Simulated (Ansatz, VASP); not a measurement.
**KCaF3 in two plane-wave programs**

Aim: how closely do two programs agree when they are given the same cell, functional and k mesh? The cell is taken from a series of runs on this material, whose earlier steps may have relaxed, scaled, displaced or heated it; both programs get it as it stands.

Method: plane waves, with VASP 6.6.1 beside it; G0W0 gap at LDA, in Ansatz 0.2.0.

## Step 1: The structure

It takes space group Pm-3m (No. 221, cubic). Conventional cell: a = 4.482 Å, b = 4.482 Å, c = 4.482 Å, α = 90.00°, β = 90.00°, γ = 90.00°. Nearest to K lie 12 F at 3.17 Å. Nearest to Ca lie 6 F at 2.24 Å. F has 2 Ca at 2.24 Å and 4 K at 3.17 Å nearest. Nearest to F lie 2 Ca at 2.24 Å and 4 K at 3.17 Å. Farther neighbours and most contacts between anions are not listed.

Coordinates:

```xyz
10
Lattice="8.9635 0.0000 0.0000 0.0000 4.4817 0.0000 0.0000 0.0000 4.4817" Properties=species:S:1:pos:R:3 pbc="T T T"
K     2.2409    2.2409    2.2409
K     6.7226    2.2409    2.2409
Ca    0.0000    0.0000    0.0000
Ca    4.4817    0.0000    0.0000
F     0.0000    2.2409    0.0000
F     0.0000    0.0000    2.2409
F     2.2409    0.0000    0.0000
F     4.4817    2.2409    0.0000
F     4.4817    0.0000    2.2409
F     6.7226    0.0000    0.0000
```

## Step 2: VASP: G0W0 gap, LDA

Quasiparticle shifts depend on high empty states and on the cores, so they are the hardest test of two PAW sets.

Lines of VASP's logs that name or quote its potential files are left out, and so is its time.

The run reads the wave functions of an earlier VASP run, which isn't shown here.

Input file INCAR:

```
SYSTEM = KCaF3
PREC = Accurate
ENCUT = 520
ISMEAR = 0
SIGMA = 0.01
LREAL = .FALSE.
GGA = CA
NBANDS = 230
ALGO = EVGW0
NELMGW = 1
ENCUTGW = 60
NOMEGA = 64
PRECFOCK = Fast
NBANDSGW = 48
LWAVE = .FALSE.
LCHARG = .FALSE.
```

Input file POSCAR:

```
KCaF3
1.0
    8.9634520000      0.0000000000      0.0000000000
    0.0000000000      4.4817260000      0.0000000000
    0.0000000000      0.0000000000      4.4817260000
K Ca F
2 2 6
Direct
    0.2500000000      0.5000000000      0.5000000000
    0.7500000000      0.5000000000      0.5000000000
    0.0000000000      0.0000000000      0.0000000000
    0.5000000000      0.0000000000      0.0000000000
    0.0000000000      0.5000000000      0.0000000000
    0.0000000000      0.0000000000      0.5000000000
    0.2500000000      0.0000000000      0.0000000000
    0.5000000000      0.5000000000      0.0000000000
    0.5000000000      0.0000000000      0.5000000000
    0.7500000000      0.0000000000      0.0000000000
```

Input file KPOINTS:

```
Automatic mesh
0
Gamma
1 2 2
0 0 0
```

PAW data sets: K_sv_GW, Ca_sv_GW and F_GW (LDA family, release 64).

Command:

```bash
$ export OMP_NUM_THREADS=3
$ mpirun -np 1 vasp_std
```

Numbers of over 12 decimals in the logs are rounded to 6 here.

The program printed:

```text
[banner, memory and clock lines left out]
running    1 mpi-ranks, on    1 nodes
 distrk:  each k-point on    1 cores,    1 groups
 distr:  one band on    1 cores,    1 groups
 Offloading initialized ...    1 GPUs detected
 POSCAR found type information on POSCAR K CaF
 POSCAR found :  3 types and      10 ions
|                                                                             |
|           W    W    AA    RRRRR   N    N  II  N    N   GGGG   !!!           |
|           W    W   A  A   R    R  NN   N  II  NN   N  G    G  !!!           |
|           W    W  A    A  R    R  N N  N  II  N N  N  G       !!!           |
|           W WW W  AAAAAA  RRRRR   N  N N  II  N  N N  G  GGG   !            |
|           WW  WW  A    A  R   R   N   NN  II  N   NN  G    G                |
|           W    W  A    A  R    R  N    N  II  N    N   GGGG   !!!           |
|                                                                             |
|     The default for ENCUTGWSOFT is different in this version of VASP.       |
|     please manually set ENCUTGWSOFT =60 in the INCAR file.                  |
|                                                                             |

 LDA part: xc-table for (Slater(with rela. corr.)+CA(PZ))
 , standard interpolation
 found WAVECAR, reading the header
 POSCAR, INCAR and KPOINTS ok, starting setup
 FFT: planning ... GRIDC
 FFT: planning ... GRID_SOFT
 FFT: planning ... GRID
 reading WAVECAR
 the WAVECAR file was read successfully
 initial charge from wavefunction
 available memory per node:   1652.84 GB, setting MAXMEM to   1692511

 The Fermi energy was updated, please check that it is located mid-gap
 values below the HOMO (VB) or above the LUMO (CB) will cause erroneous energies
 E-fermi :   1.7746

 calculate exact exchange contribution
 the WAVEDER file was read successfully
energies w=
    0.000    0.000    0.909    0.000    1.815    0.000    2.717    0.000
    3.614    0.000    4.503    0.000    5.383    0.000    6.253    0.000
    7.112    0.000    7.960    0.000    8.797    0.000    9.621    0.000
   10.435    0.000   11.237    0.000   12.030    0.000   12.813    0.000
   13.588    0.000   14.356    0.000   15.118    0.000   15.876    0.000
   16.631    0.000   17.384    0.000   18.137    0.000   18.892    0.000
   19.651    0.000   20.416    0.000   21.188    0.000   21.970    0.000
   22.765    0.000   23.573    0.000   24.400    0.000   25.247    0.000
   26.117    0.000   27.015    0.000   27.944    0.000   28.909    0.000
   29.914    0.000   30.966    0.000   32.070    0.000   33.235    0.000
   34.468    0.000   35.781    0.000   37.183    0.000   38.689    0.000
   40.315    0.000   42.080    0.000   44.007    0.000   46.125    0.000
   48.468    0.000   51.079    0.000   54.012    0.000   57.335    0.000
   61.139    0.000   65.539    0.000   70.692    0.000   76.815    0.000
   84.210    0.000   93.319    0.000  104.814    0.000  119.762    0.000
  139.971    0.000  168.769    0.000  213.023    0.000  289.558    0.000
 responsefunction array rank=     190
 LDA part: xc-table for (Slater(with rela. corr.)+CA(PZ))
 , standard interpolation

 min. memory requirement per mpi rank    289.6 MB, per node    289.6 MB

 allocating  64 responsefunctions rank=   190
 shmem allocating  64 responsefunctions rank=   190
 response function shared by NCSHMEM nodes    1
 Doing            64  frequencies on each core in blocks of            64
NQ=   1    0.0000    0.0000    0.0000,
|.........|.........|.........|.........|.........|.........|.........|.........
 performed        127000 updates of chi_q(r,r)
 total number of BLAS operations         35.54 Gflops
NQ=   2    0.0000    0.5000    0.0000,
|.........|.........|.........|.........|.........|.........|.........|.........
 performed        276000 updates of chi_q(r,r)
 total number of BLAS operations         78.61 Gflops
NQ=   3    0.0000    0.5000    0.5000,
|.........|.........|.........|.........|.........|.........|.........|.........
 performed        403000 updates of chi_q(r,r)
 total number of BLAS operations        113.01 Gflops
 resolving degeneracies of screened two electron integrals

 calculate QP shifts <psi_nk| G(iteration)W_0 |psi_nk>: iteration 1
 entering main loop
```

Parts of OUTCAR (step 2):

```text
ion  position               nearest neighbor table
   1  0.250  0.500  0.500-
   2  0.750  0.500  0.500-
   3  0.000  0.000  0.000-   5 2.24   6 2.24   7 2.24  10 2.24   6 2.24   5 2.24
   4  0.500  0.000  0.000-   7 2.24   8 2.24   9 2.24  10 2.24   9 2.24   8 2.24
   5  0.000  0.500  0.000-   3 2.24   3 2.24
   6  0.000  0.000  0.500-   3 2.24   3 2.24
   7  0.250  0.000  0.000-   3 2.24   4 2.24
   8  0.500  0.500  0.000-   4 2.24   4 2.24
   9  0.500  0.000  0.500-   4 2.24   4 2.24
  10  0.750  0.000  0.000-   3 2.24   4 2.24

  LATTYP: Found a simple tetragonal cell.
 ALAT       =     4.4817260000
 C/A-ratio  =     2.0000000000

 Subroutine GETGRP returns: Found 16 space group operations
 (whereof 16 operations were pure point group operations)

The static configuration has the point symmetry D_4h.

 Found      3 irreducible k-points:

   k-points           NKPTS =      3   k-points in BZ     NKDIM =      4   number of bands    NBANDS=    230

   dimension x,y,z NGX =    70 NGY =   36 NGZ =   36
   dimension x,y,z NGXF=   140 NGYF=   72 NGZF=   72

   ENCUT  =  520.0 eV  38.22 Ry    6.18 a.u.  16.67  8.33  8.33*2*pi/ulx,y,z

   NELECT =      80.0000    total number of electrons

  energy-cutoff  :      520.00
  volume of cell :      180.04
      direct lattice vectors                 reciprocal lattice vectors
     8.963452000  0.000000000  0.000000000     0.111564161  0.000000000  0.000000000
     0.000000000  4.481726000  0.000000000     0.000000000  0.223128322  0.000000000
     0.000000000  0.000000000  4.481726000     0.000000000  0.000000000  0.223128322

 k-points in reciprocal lattice and weights: Automatic mesh
   0.00000000  0.00000000  0.00000000       0.250
   0.00000000  0.50000000  0.00000000       0.500
   0.00000000  0.50000000  0.50000000       0.250

 E-fermi :   1.7746

 QP shifts <psi_nk| G(iteration)W_0 |psi_nk>: iteration 1
 for sc-GW calculations column KS-energies equals QP-energies in previous step
 and V_xc(KS)=  KS-energies - (<T + V_ion + V_H > + <T+V_H+V_ion>^1  + <V_x>^1)
 k-point   1 :       0.0000    0.0000    0.0000
  band No.  KS-energies  QP-energies   sigma(KS)   V_xc(KS)     V^pw_x(r,r')   Z            occupation Imag(sigma)
    ...
     37      -1.3685      -3.6592     -25.1661     -22.2385     -30.0093       0.7825       2.0000       0.1425
     38      -1.3005      -3.5762     -25.3063     -22.3996     -30.1655       0.7829       2.0000       0.1419
     39      -1.3005      -3.5762     -25.3063     -22.3996     -30.1655       0.7829       2.0000       0.1419
     40      -1.3005      -3.5762     -25.3063     -22.3996     -30.1655       0.7829       2.0000       0.1419
     41       4.6694       6.3089      -6.7330      -8.6018      -3.8107       0.8773       0.0000      -0.0704
     42       6.7712       8.6656      -8.3124     -10.5050      -5.6472       0.8640       0.0000      -0.0742
     43       7.3543       9.3331      -7.6422      -9.9240      -4.6213       0.8672       0.0000      -0.0773
     44       7.5401      10.8912      -9.0716     -13.0023      -5.7424       0.8525       0.0000      -0.0874
    ...

 k-point   2 :       0.0000    0.5000    0.0000
  band No.  KS-energies  QP-energies   sigma(KS)   V_xc(KS)     V^pw_x(r,r')   Z            occupation Imag(sigma)
    ...
     37      -1.6185      -3.8976     -25.1134     -22.1987     -29.9327       0.7819       2.0000       0.1429
     38      -1.3685      -3.6609     -25.1695     -22.2387     -30.0131       0.7822       2.0000       0.1426
     39      -1.3685      -3.6609     -25.1695     -22.2387     -30.0131       0.7822       2.0000       0.1426
     40      -1.1296      -3.4258     -25.1300     -22.1865     -29.9366       0.7801       2.0000       0.1413
     41       6.7712       8.6661      -8.3111     -10.5050      -5.6454       0.8637       0.0000      -0.0743
     42       7.3543       9.3335      -7.6418      -9.9240      -4.6211       0.8673       0.0000      -0.0773
     43       7.7818      10.3502     -10.6127     -13.6495      -7.9201       0.8458       0.0000      -0.0804
     44       7.9104      11.5168      -9.7028     -13.9401      -6.2311       0.8511       0.0000      -0.0929
    ...

 k-point   3 :       0.0000    0.5000    0.5000
  band No.  KS-energies  QP-energies   sigma(KS)   V_xc(KS)     V^pw_x(r,r')   Z            occupation Imag(sigma)
    ...
     37      -1.1295      -3.4238     -25.1273     -22.1864     -29.9324       0.7801       2.0000       0.1409
     38      -1.1202      -3.4185     -25.1685     -22.2250     -29.9839       0.7808       2.0000       0.1412
     39      -1.1202      -3.4185     -25.1685     -22.2250     -29.9839       0.7808       2.0000       0.1412
     40      -1.1202      -3.4185     -25.1685     -22.2250     -29.9839       0.7808       2.0000       0.1412
     41       7.7818      10.3495     -10.6137     -13.6494      -7.9186       0.8458       0.0000      -0.0804
     42       8.1255      10.7996      -8.4759     -11.5724      -5.4706       0.8636       0.0000      -0.0790
     43       8.1361      11.5792     -10.5703     -14.6455      -7.3853       0.8449       0.0000      -0.0881
     44       8.1361      11.5792     -10.5703     -14.6455      -7.3853       0.8449       0.0000      -0.0881
    ...
```

## Step 3: Ansatz: G0W0 gap, LDA

Ansatz runs on its default PAW (the set named soft_2) files.

The same cell, functional (in two slightly different forms) and mesh now go to Ansatz, which takes its cutoff from its data sets.

Input file input.yaml:

```yaml
crystal:
  lattice:
    - [8.963452, 0.0, 0.0]
    - [0.0, 4.481726, 0.0]
    - [0.0, 0.0, 4.481726]
  atoms:
    - { symbol: K, position: [0.25, 0.5, 0.5] }
    - { symbol: Ca, position: [0.0, 0.0, 0.0] }
    - { symbol: F, position: [0.0, 0.5, 0.0] }
    - { symbol: F, position: [0.0, 0.0, 0.5] }
    - { symbol: F, position: [0.25, 0.0, 0.0] }
    - { symbol: K, position: [0.75, 0.5, 0.5] }
    - { symbol: Ca, position: [0.5, 0.0, 0.0] }
    - { symbol: F, position: [0.5, 0.5, 0.0] }
    - { symbol: F, position: [0.5, 0.0, 0.5] }
    - { symbol: F, position: [0.75, 0.0, 0.0] }
kpoints:
  mp_grid: { grid: [1, 2, 2] }
hamiltonian:
  xc: lda
scf:
  occupations: { method: fixed }
gw:
  n_empty_bands: 190
  ecut_chi: 60.0
  qp_bands: [v1, c1]
  qp_kpoints: band_edges
  screening: { model: contour_deformation }
```

Command:

```bash
$ ansatz run input.yaml --threads 16 --pin off --max-ram 36864MiB --backend cpu --events-out ev --progress --plain --runs-dir out
```

The program printed:

```text
Engine: ansatz 0.2.0, aarch64-unknown-linux-gnu
Pseudopotentials: kind: paw
Pseudopotential: K, paw, valence charge 9, recommended cutoff 420 eV (normal), K.paw.azcp
Pseudopotential: Ca, paw, valence charge 10, recommended cutoff 420 eV (normal), Ca.paw.azcp
Pseudopotential: F, paw, valence charge 7, recommended cutoff 420 eV (normal), F.paw.azcp
Functional definition: SPW92
  exchange = slater_x
  correlation = pw_c
Crystal: 10 atoms, lattice volume = 180.039 Å³
Basis set: ecut = 420 eV, 3541 PW (Γ)
Bands: 50, of which v1, the nominal top of the filled ones, is band 40 counted from 1 (39 counted from 0)
Symmetry: 32 space group operations
Space group: Pm-3m (ITA 221), of the structure as read, at distance tolerance 5.6e-5 Å
k-points: 3 of 4
Non-local potential: K, projectors of the file, l = 0: 3, l = 1: 2, l = 2: 2
Non-local potential: Ca, projectors of the file, l = 0: 3, l = 1: 2, l = 2: 2
Non-local potential: F, projectors of the file, l = 0: 2, l = 1: 2, l = 2: 1
PAW form: soft (Blöchl's): semilocal exchange-correlation on the pseudo side does not see the compensation charge
PAW frozen core: K, regenerated for the run's functional, and the local potential with it (the file was generated under x = pbe(κ = 0.804, μ = 0.219515), c = pbe(β = 0.066725))
PAW frozen core: Ca, regenerated for the run's functional, and the local potential with it (the file was generated under x = pbe(κ = 0.804, μ = 0.219515), c = pbe(β = 0.066725))
PAW frozen core: F, regenerated for the run's functional, and the local potential with it (the file was generated under x = pbe(κ = 0.804, μ = 0.219515), c = pbe(β = 0.066725))
PAW one-centre angular grid: K, 110 points (default); XC on 64 Gauss nodes
PAW one-centre angular grid: Ca, 110 points (default); XC on 64 Gauss nodes
PAW one-centre angular grid: F, 110 points (default); XC on 64 Gauss nodes
Initial density: superposition of atomic densities (neutral atoms: chi_scale 0, normalization atom), corrected by the library's trained network
Initial wavefunctions: pseudopotential atomic-orbital guess
Functional: x = slater, c = lda
SCF iter   1: F=—  HF=-11317.862607 eV  |F-HF|=—  |Δ(HF+E_count)|=         —  Δρ=1.57e-2  dr2=3.25e-1  ethr=1.77e-3  ⟨swp⟩=5.0  Hψ=513  notcnv=0  defer=16
preconditioner: auto → Resta (q_TF=auto, 2.383 Å⁻¹)  ε∞=2.9  [insulator: Δε(μ)=5.519 eV  Ē_g=16.945 eV  n_scr=38 (ndim 8)  ℏωp=23.5 eV  f_vac=0.110  ε∞_Penn≈2.9]
SCF iter   2: F=—  HF=-11317.780964 eV  |F-HF|=—  |Δ(HF+E_count)|=   8.16e-2  Δρ=5.59e-3  dr2=2.10e-2  ethr=4.06e-4  ⟨swp⟩=3.0  Hψ=281  notcnv=0  defer=22
SCF iter   3: F=—  HF=-11317.774747 eV  |F-HF|=—  |Δ(HF+E_count)|=   6.22e-3  Δρ=1.93e-3  dr2=3.94e-3  ethr=2.62e-5  ⟨swp⟩=2.3  Hψ=236  notcnv=0  defer=23
SCF iter   4: F=—  HF=-11317.773547 eV  |F-HF|=—  |Δ(HF+E_count)|=   1.20e-3  Δρ=2.95e-4  dr2=1.29e-4  ethr=4.92e-6  ⟨swp⟩=3.0  Hψ=254  notcnv=0  defer=24
SCF iter   5: F=—  HF=-11317.773539 eV  |F-HF|=—  |Δ(HF+E_count)|=   8.17e-6  Δρ=3.80e-5  dr2=2.39e-6  ethr=1.61e-7  ⟨swp⟩=2.0  Hψ=248  notcnv=0  defer=19
SCF iter   6: F=—  HF=-11317.773541 eV  |F-HF|=—  |Δ(HF+E_count)|=   1.65e-6  Δρ=3.50e-5  dr2=1.33e-6  ethr=2.99e-9  ⟨swp⟩=2.0  Hψ=255  notcnv=0  defer=13
SCF iter   7: F=-11317.773540 eV  HF=-11317.773540 eV  |F-HF|=9.55e-9  |Δ(HF+E_count)|=   3.24e-7  Δρ=4.68e-6  dr2=4.27e-8  ethr=1.25e-10  ⟨swp⟩=12.0  Hψ=840  notcnv=0
SCF 1 converged in 7 iterations: F = -11317.773540 eV  dr2 = 4.27e-8
  greatest PAW one-centre occupation: 0.996 electrons in one spin orbital (limit 2), on the Ca atom at site 6 (counted from 0), in its partial waves of l = 0
NSCF: frozen V_eff on 3 k-points
G₀W₀ screening: q 1/3
[... further progress lines ...]
NSCF: frozen V_eff on 1 k-points
NSCF: frozen V_eff on 1 k-points
[...]
SCF converged after 7 iterations
Free energy (F): -11317.773540 eV
Harris-Foulkes:  -11317.773540 eV  (|F-HF|=9.55e-9)
Internal energy: -11317.773540 eV  (E = F + TS)
E sigma→0 (E₀):  -11317.773540 eV
Fermi energy:    0.752253 eV
--- Per-component energies (eV) ---
  E_band       = -751.398194
  E_kinetic    = 2293.183603
  E_local      = -6489.341176  (includes V_loc(G=0)·N_el)
  E_nonlocal   = 618.009791
  E_hartree    = 2347.967006
  E_xc         = -1006.286404
  E_vxc        = -1275.424535  (∫ρ·V_xc dr)
  E_paw        = -4242.009142  (= ΣΔE_a)
  E_vpaw       = -593.778819  (= ΣTr[D̂ρ^β])
  E_aug_tail   = 0.012157  (compensation charges beyond the density's cutoff)
  E_ewald      = -4841.070217
  E_core_change = 1.760842  (= ΣΔE_core)
  E_smearing   = -0.000000  (= −TS)
  E_closure    = -0.000000  (closes the sum)
  Σ components = -11317.773540   (vs F -11317.773540, Δ=0.00e0)
--- Band table (eV) ---
  k-point 0: bands = [... 36 lower, 0.5034, 0.5724, 0.5724, 0.5725, 6.5451, 8.6457, 9.2395, 9.4192, ... 6 higher]
  k-point 1: bands = [... 36 lower, 0.2569, 0.5034, 0.5034, 0.7415, 8.6458, 9.2395, 9.6521, 9.7881, ... 6 higher]
  k-point 2: bands = [... 36 lower, 0.7414, 0.7522, 0.7523, 0.7523, 9.6521, 10.0053, 10.0115, 10.0115, ... 6 higher]
--- G₀W₀: contour deformation, 5 samples at zero and on the imaginary axis and 1 off it, 4 q-points, 190 empty bands' worth ---
  eigenvalues of the whole cell's RPA ε∞ on this k-mesh (on a slab, of 1 + 4πα/V) = 2.0818, 2.0818, 2.0819; static W/v taken at q = 0 is 0.480349
  bands read: the sum over 230 bands ends inside a degenerate multiplet in 1 slot, whose members it reads at an even weight; the widest, k=2: bands 230 to 232 (counted from 1) at 1/3 each
  gw.qp_kpoints: band_edges: 3 of 3 stored k-points solved, in 1 pass; an edge of the gap read off the rows below is read off those points alone
    ik  band        ε_KS         Σx   Σc(E_QP)       V_xc       Z   E_QP_lin       E_QP  E_QP is
     0    40      0.5724   -31.4613     5.5875   -23.7867  0.7873    -1.5740    -1.5146  root
     0    41      6.5451    -4.7017    -3.1614    -9.5004  0.8819     8.2011     8.1824  root
     1    40      0.7415   -31.1535     5.5500   -23.4965  0.7860    -1.4266    -1.3656  root
     1    41      8.6458    -6.5314    -2.9720   -11.4109  0.8695    10.5821    10.5532  root
     2    40      0.7522   -31.2031     5.5589   -23.5347  0.7859    -1.4186    -1.3574  root
     2    41      9.6521    -8.9801    -3.1873   -14.7394  0.8545    12.2876    12.2242  root
```

In the SCF lines HF is the Harris–Foulkes energy and dr2 the Hartree energy of the density residual, in eV; the loop may stop once dr2 is under the threshold and the program's other checks hold. Hψ counts applications of the Hamiltonian.

## Step 4: Differences

Known differences besides the potentials themselves: the two LDA forms differ slightly; fixed occupations in Ansatz, narrow Gaussian smearing in VASP; the cutoff is 420 eV in Ansatz and 520 eV in VASP; VASP's log shows a relativistic correction to its local exchange, Ansatz's none; Ansatz integrates over frequency by contour deformation, VASP on a grid of NOMEGA points; Ansatz's G0W0 levels solve the quasiparticle equation, VASP's are linearised. Total energies have different zeros and are not compared.

The two programs side by side:

```tsv
quantity	Ansatz	VASP	difference
G0W0 gap on the mesh (eV)	9.54	9.73	-0.19
Kohn-Sham gap under it (eV)	5.79	5.79	0.00
```

## Step 5: Results

| Quantity | Value |
| --- | --- |
| difference in G0W0 gap on the mesh (G0W0 gap, LDA) | -0.19 eV |

What this shows: The difference in G0W0 gap on the mesh is -0.19 eV (G0W0 gap, LDA). Part of the difference in the G0W0 gap can come from VASP's linearised levels. How closely two codes agree says nothing of how well the functional describes the real material.

[Lines on the potential files, build, host, timing and source positions are cut from VASP's logs without a mark.]

[Logs are printed without paths, hosts, clocks, repeated set-up lines and the standing remarks that a program may print on its own settings, such as how far it seeks lower states.]

[Hosts, paths, dates, database ids (printed as entryN), source tags and the programs' standing remarks are cut or masked in the printed files.]
